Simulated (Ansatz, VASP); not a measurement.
# Bi2TeSO: VASP beside Ansatz, part 2 of 2

One calculation is typed for both programs; each brings its own data sets. How far apart do they land? The cell is invented: As first built, before any earlier steps moved the atoms (in the runner's words): it takes the Bi2TeO2 structure with some of its atoms replaced by other elements, volume scaled by an estimate. It may not be a known or stable phase. The cell is taken from a series of VASP runs on this material, whose earlier steps may have relaxed, scaled or displaced it; both programs get it as it stands. Valence electrons are named where the data sets of a main pair hold unlike numbers.

VASP 6.6.1 and Ansatz 0.2.0.

So far: The starting structure; Ansatz: relaxation of cell and atoms, BLYP.

## (3) VASP: relaxation of cell and atoms, BLYP

Level of this step: BLYP; plane waves and PAW (Bi_d, Te, S, O); invented cell (VASP).

The same cell, functional (in two slightly different forms), mesh and smearing now go to VASP, with its own data sets.

Lines of VASP's logs that name or quote its potential files are left out, and so is its time.

Input file INCAR:

```
SYSTEM = Bi2TeSO
PREC = Accurate
ENCUT = 520
EDIFF = 1E-06
NELM = 100
ISMEAR = 0
SIGMA = 0.05
LREAL = .FALSE.
ALGO = Normal
GGA = B5
ALDAX = 1
AGGAX = 1
AGGAC = 1
ALDAC = 0
NBANDS = 30
LORBIT = 11
LWAVE = .FALSE.
LCHARG = .FALSE.
KPAR = 2
IBRION = 2
NSW = 60
ISIF = 3
EDIFFG = -0.01
```

Input file POSCAR:

```
Bi2TeSO
1.0
    3.7195244427     -4.0239535114      0.6092789394
    2.9718826662      3.2569026724     -0.0593531480
   -2.7151464215     -0.3554570692      6.6374162247
Bi Te S O
2 1 1 1
Direct
    0.7637539047      0.6127390413      0.3427372972
    0.4418107744      0.3225596126      0.7052182235
    0.7835444916      0.0485142154      0.9737775742
    0.2614168285      0.7185019044      0.4517080608
    0.7319270007      0.3021462264      0.5285688442
```

Input file KPOINTS:

```
Automatic mesh
0
Gamma
5 7 4
0 0 0
```

The projector-augmented-wave data sets are Bi_d, Te, S and O (PBE family, release 64).

Started as:

```console
mpirun -np 2 vasp_std
```

Numbers of over 12 decimals in the logs are rounded to 6 here.

What it wrote:

```text
[banner, memory and clock lines left out]
running    2 mpi-ranks, on    1 nodes
 distrk:  each k-point on    1 cores,    2 groups
 distr:  one band on    1 cores,    1 groups

 POSCAR found type information on POSCAR BiTeS O
 POSCAR found :  4 types and       5 ions
|                                                                             |
|               ----> ADVICE to this user running VASP <----                  |
|                                                                             |
|     You enforced a specific xc type in the INCAR file but a different       |
|     [... a line on the potential file left out ...]
|     I HOPE YOU KNOW WHAT YOU ARE DOING!                                     |
|                                                                             |

 LDA part: xc-table for (Slater(with rela. corr.)+VWN5), standard interpolation
 POSCAR, INCAR and KPOINTS ok, starting setup
 FFT: planning ... GRIDC
 FFT: planning ... GRID_SOFT
 FFT: planning ... GRID
 WAVECAR not read
 entering main loop
       N       E                     dE             d eps       ncg     rms          rms(c)
DAV:   1     0.488972642726E+03    0.48897E+03   -0.22860E+04  4260   0.159E+03
DAV:   2     0.395388249358E+02   -0.44943E+03   -0.43273E+03  4600   0.414E+02
DAV:   3    -0.211392950198E+02   -0.60678E+02   -0.58528E+02  5544   0.167E+02
DAV:   4    -0.238857629210E+02   -0.27465E+01   -0.27286E+01  4864   0.385E+01
DAV:   5    -0.240010467659E+02   -0.11528E+00   -0.11526E+00  5792   0.813E+00    0.111E+01
DAV:   6    -0.202881307788E+02    0.37129E+01   -0.14975E+01  6850   0.381E+01    0.600E+00
DAV:   7    -0.201255467715E+02    0.16258E+00   -0.25662E+00  4314   0.105E+01    0.347E+00
DAV:   8    -0.201458718830E+02   -0.20325E-01   -0.71760E-01  4680   0.444E+00    0.187E+00
DAV:   9    -0.201401046188E+02    0.57673E-02   -0.60098E-02  6892   0.245E+00    0.740E-01
DAV:  10    -0.201370984912E+02    0.30061E-02   -0.26624E-02  5014   0.134E+00    0.205E-01
DAV:  11    -0.201376480561E+02   -0.54956E-03   -0.63153E-03  4996   0.432E-01    0.995E-02
DAV:  12    -0.201378966721E+02   -0.24862E-03   -0.62153E-04  5374   0.172E-01    0.462E-02
DAV:  13    -0.201379275970E+02   -0.30925E-04   -0.99169E-05  5306   0.101E-01    0.161E-02
DAV:  14    -0.201379302794E+02   -0.26824E-05   -0.42339E-05  4662   0.391E-02    0.612E-03
DAV:  15    -0.201379311361E+02   -0.85669E-06   -0.19603E-06  3326   0.112E-02
   1 F= -.20137931E+02 E0= -.20137931E+02  d E =-.201379E+02
[... from here on, the cycles between the ionic steps are left out ...]
   2 F= -.20139214E+02 E0= -.20139214E+02  d E =-.128239E-02
   3 F= -.20139221E+02 E0= -.20139221E+02  d E =-.128980E-02
  22 F= -.20142376E+02 E0= -.20142376E+02  d E =-.114560E-03
  23 F= -.20142366E+02 E0= -.20142366E+02  d E =-.104596E-03
  24 F= -.20142375E+02 E0= -.20142375E+02  d E =-.113573E-03
  25 F= -.20142378E+02 E0= -.20142378E+02  d E =-.116753E-03
  26 F= -.20142425E+02 E0= -.20142425E+02  d E =-.461377E-04
  27 F= -.20142457E+02 E0= -.20142457E+02  d E =-.781429E-04
  28 F= -.20142484E+02 E0= -.20142484E+02  d E =-.273252E-04
  29 F= -.20142505E+02 E0= -.20142505E+02  d E =-.486251E-04
  30 F= -.20142504E+02 E0= -.20142504E+02  d E =-.473029E-04
  31 F= -.20142529E+02 E0= -.20142529E+02  d E =-.250675E-04
  32 F= -.20142552E+02 E0= -.20142552E+02  d E =-.479774E-04
  33 F= -.20142552E+02 E0= -.20142552E+02  d E =-.484609E-04
 curvature:  -3.54 expect dE=-0.157E-03 dE for cont linesearch -0.228E-07
 trial: gam= 0.52384 g(F)=  0.146E-04 g(S)=  0.296E-04 ort = 0.118E-05 (trialstep = 0.764E+00)
 search vector abs. value=  0.105E-03
 bond charge predicted
       N       E                     dE             d eps       ncg     rms          rms(c)
DAV:   1    -0.201426869962E+02   -0.13413E-03   -0.11750E-02  5822   0.846E-01    0.667E-02
DAV:   2    -0.201426005324E+02    0.86464E-04   -0.36293E-04  4940   0.198E-01    0.261E-02
DAV:   3    -0.201425821750E+02    0.18357E-04   -0.69510E-05  4694   0.955E-02    0.993E-03
DAV:   4    -0.201425796292E+02    0.25458E-05   -0.19537E-05  6388   0.383E-02    0.513E-03
DAV:   5    -0.201425790592E+02    0.56996E-06   -0.10306E-06  2220   0.111E-02
  34 F= -.20142579E+02 E0= -.20142579E+02  d E =-.266762E-04
 trial-energy change:   -0.000027  1 .order   -0.000028   -0.000034   -0.000023
 step:   2.2574(harm=  2.2574)  dis= 0.00246  next Energy=   -20.142603 (dE=-0.506E-04)
 reached required accuracy - stopping structural energy minimisation
```

OUTCAR, selected parts (step 3):

```text
ion  position               nearest neighbor table
   1  0.764  0.613  0.343-   5 2.19   4 2.72   4 3.00   3 3.05   3 3.72   2 3.78
   2  0.442  0.323  0.705-   5 2.15   4 2.75   4 3.03   3 3.11   3 3.45   1 3.78
   3  0.784  0.049  0.974-   1 3.05   2 3.11   2 3.45   1 3.72
   4  0.261  0.719  0.452-   1 2.72   2 2.75   1 3.00   2 3.03
   5  0.732  0.302  0.529-   2 2.15   1 2.19

  LATTYP: Found a triclinic cell.
 ALAT       =    11.7831079321
 B/A-ratio  =     0.6237419994
 C/A-ratio  =     1.2315091115
 COS(alpha) =     0.0054705172
 COS(beta)  =     0.5695326545
 COS(gamma) =     0.8146715397

 Subroutine GETGRP returns: Found  1 space group operations
 (whereof  1 operations were pure point group operations)

The static configuration has the point symmetry C_1 .

 Found     71 irreducible k-points:

   k-points           NKPTS =     71   k-points in BZ     NKDIM =     71   number of bands    NBANDS=     30

   dimension x,y,z NGX =    42 NGY =   36 NGZ =   54
   dimension x,y,z NGXF=    84 NGYF=   72 NGZF=  108

   ENCUT  =  520.0 eV  38.22 Ry    6.18 a.u.  10.25  8.20 13.35*2*pi/ulx,y,z

   NELECT =      48.0000    total number of electrons

 k-points in reciprocal lattice and weights: Automatic mesh
   0.00000000  0.00000000  0.00000000       0.007
   0.20000000 -0.00000000 -0.00000000       0.014
   0.40000000  0.00000000  0.00000000       0.014
   0.00000000  0.14285714  0.00000000       0.014
   0.20000000  0.14285714  0.00000000       0.014
   0.40000000  0.14285714 -0.00000000       0.014
  -0.40000000  0.14285714 -0.00000000       0.014
  -0.20000000  0.14285714 -0.00000000       0.014
  -0.00000000  0.28571429 -0.00000000       0.014
[...]
-0.40000000  0.42857143  0.50000000       0.014
  -0.20000000  0.42857143  0.50000000       0.014

 average (electrostatic) potential at core
       1-108.1391       2-108.1165       3 -90.1087       4 -87.2915       5 -71.4535

 E-fermi :   3.4735

 k-point     1 :       0.0000    0.0000    0.0000
  band No.  band energies     occupation
    ...
     20       1.4282      2.00000
     21       1.9249      2.00000
     22       2.2709      2.00000
     23       2.5970      2.00000
     24       2.9764      2.00000
     25       5.2891      0.00000
     26       5.7113      0.00000
     27       6.0838      0.00000
     28       6.6239      0.00000
     29       7.2264      0.00000
    ...

 k-point     2 :       0.2000   -0.0000   -0.0000
  band No.  band energies     occupation
    ...
     20       1.5561      2.00000
     21       1.9304      2.00000
     22       2.2299      2.00000
     23       2.6657      2.00000
     24       3.0074      2.00000
     25       5.3051      0.00000
     26       5.7257      0.00000
     27       6.0817      0.00000
     28       6.5099      0.00000
     29       7.2229      0.00000
    ...

 k-point     3 :       0.4000    0.0000    0.0000
  band No.  band energies     occupation
    ...
     20       1.5347      2.00000
     21       1.6683      2.00000
     22       2.7428      2.00000
     23       2.8257      2.00000
     24       3.1009      2.00000
     25       5.2647      0.00000
     26       5.7941      0.00000
     27       5.9283      0.00000
     28       6.4556      0.00000
     29       6.9090      0.00000
    ...

  Total        0.0185279      0.0202355      0.0009898     -0.0127154      0.0015653      0.0239768
  in kB        0.1787788      0.1952554      0.0095512     -0.1226928      0.0151041      0.2313556
  external PRESSURE =       0.1278618 kB  Pullay stress =       0.0000000 kB

  energy-cutoff  :      520.00
  volume of cell :      166.04
      direct lattice vectors                 reciprocal lattice vectors
     3.733818157 -4.115787840  0.643154674     0.131399885 -0.116480589  0.046594289
     2.953972828  3.300828366 -0.078749091     0.162533959  0.159310359  0.075899930
    -2.700497722 -0.398518353  6.619382767    -0.010833495  0.013212800  0.147447239

 POSITION                                       TOTAL-FORCE (eV/Angst)
 -----------------------------------------------------------------------------------
      3.76009     -1.27276      2.73703        -0.000977     -0.004260      0.001973
      0.67533     -1.05261      4.92100        -0.000160     -0.001312      0.001835
      0.44474     -3.40758      6.93613        -0.002998      0.003740     -0.002476
      1.86909      1.08584      3.08768         0.001390     -0.002298      0.001748
      2.20089     -2.20801      3.94994         0.002745      0.004131     -0.003080
 -----------------------------------------------------------------------------------
    total drift:                               -0.000443      0.000429     -0.000260

  FREE ENERGIE OF THE ION-ELECTRON SYSTEM (eV)
  ---------------------------------------------------
  free  energy   TOTEN  =       -20.1425790592 eV

  energy  without entropy=      -20.1425790592  energy(sigma->0) =      -20.14257906

 reached required accuracy - stopping structural energy minimisation

 total charge
# of ion       s       p       d       tot
------------------------------------------
    1        1.612   1.007   9.970  12.588
    2        1.593   1.044   9.973  12.609
    3        1.395   1.982   0.011   3.388
    4        1.364   2.339   0.000   3.703
    5        1.574   3.361   0.000   4.935
--------------------------------------------------
tot          7.537   9.732  19.954  37.223

[... 3 further parts left out ...]
```

The gap is read on the k-mesh alone, so it is an upper bound where the band edges lie off the mesh.

## (4) Side by side

Known differences besides the potentials themselves: both relaxations stop at a tolerance, which leaves soft axes loose, and VASP keeps its plane-wave basis; the data sets hold 58 valence electrons in Ansatz (on its default PAW (the set named soft_2) files) and 48 in VASP; the cutoff is 420 eV in Ansatz and 520 eV in VASP; Ansatz makes its cores anew for this functional, VASP keeps those of its PBE data sets; VASP leaves aspherical gradient terms in its spheres out (LASPH is not set), Ansatz keeps them; VASP's log shows a relativistic correction to its local exchange, Ansatz's none; Ansatz adds a Pulay correction to the stress that steers its cell, VASP none. Total energies have different zeros and are not compared.

Compared:

| quantity | Ansatz | VASP | difference |
| --- | --- | --- | --- |
| volume (Å³) | 166.52 | 166.04 | +0.29 % |
| edge a after relaxation, in the typed setting (Å) | 5.604 | 5.594 | +0.18 % |
| edge b after relaxation, in the typed setting (Å) | 4.442 | 4.430 | +0.26 % |
| edge c after relaxation, in the typed setting (Å) | 7.154 | 7.160 | -0.09 % |

The walks stopped with 0.02 GPa left in Ansatz and 0.01 GPa in VASP; each walk ends within a tolerance, so the volume difference is uncertain by about these residues over the bulk modulus, most in soft cells.

## (5) Outcome

| Item | Value |
| --- | --- |
| difference in volume (relaxation of cell and atoms, BLYP) | 0.29 % |

**Reading.** The difference in volume is 0.29 % (relaxation of cell and atoms, BLYP), within the 1.2 % picked in this series as the mark of a large difference, as far as the stopping tolerances let one tell. The data sets hold unlike numbers of valence electrons (58 in Ansatz and 48 in VASP), so part of the differences comes from the potentials. How closely two codes agree says nothing of how well the functional describes the real material.

[Lines on the potential files, build, host, timing and source positions are cut from VASP's logs without a mark.]

[Logs are printed without paths, hosts, clocks, repeated set-up lines and the standing remarks that a program may print on its own settings, such as how far it seeks lower states.]

[Hosts, paths, dates, database ids (printed as entryN), source tags and the programs' standing remarks are cut or masked in the printed files.]
